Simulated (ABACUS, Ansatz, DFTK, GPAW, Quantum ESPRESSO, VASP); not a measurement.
**HfB: 7 runs at one level of theory**

```xyz
2
Lattice="0.0000 2.3100 2.3100 2.3100 0.0000 2.3100 2.3100 2.3100 0.0000" Properties=species:S:1:pos:R:3 pbc="T T T"
Hf    2.3100    2.3100    2.3100
B     0.0000    0.0000    0.0000
```

Alike in all runs: task single point; functional PBE; k mesh 10 × 10 × 10; occupations fermi-dirac, width 0.05 eV; no spin polarisation; no spin-orbit coupling. Pressure is positive in compression and, in plane waves, holds the error of the finite cutoff, which Ansatz's Pulay term estimates and takes out.

| program and potentials | plane-wave cutoff (eV) | notes | band gap (eV) | pressure (GPa) |
| --- | --- | --- | --- | --- |
| Ansatz, Ansatz PAW | 420 | 14.5 valence electrons an atom on average; Pulay term of +0.14 GPa included | no gap | 29.57 |
| VASP, PBE PAW files B, Hf_pv, 520 eV | 520 | 6.5 valence electrons an atom on average | no gap | 30.47 |
| DFTK, PseudoDojo SR PBE 0.4.1 standard (PBE) | 1034 | 7.5 valence electrons an atom on average | no gap | 30.66 |
| Quantum ESPRESSO, SSSP 1.3 efficiency PBE | 816 | 7.5 valence electrons an atom on average | no gap | 30.66 |
| GPAW, GPAW PAW data sets (gpaw-data 1.2.1) | 800 | 7.5 valence electrons an atom on average | no gap | 31.87 |
| ABACUS, PseudoDojo NC SR 0.4.1 PBE standard, plane waves | 1034 | 7.5 valence electrons an atom on average | no gap | 30.66 |
| Ansatz, all-electron LAPW, scalar-relativistic | - | - | no gap | 29.61 |

None finds a gap. The pressure spans 29.57 (Ansatz, Ansatz PAW) to 31.87 GPa (GPAW, GPAW PAW data sets (gpaw-data 1.2.1)), with all-electron results at 29.61. The cell lies far from this level's equilibrium.

Differences between rows come from potentials, basis sets and numerical settings, since the functional is the same but for its coding. Runs on potential files found faulty are left out.
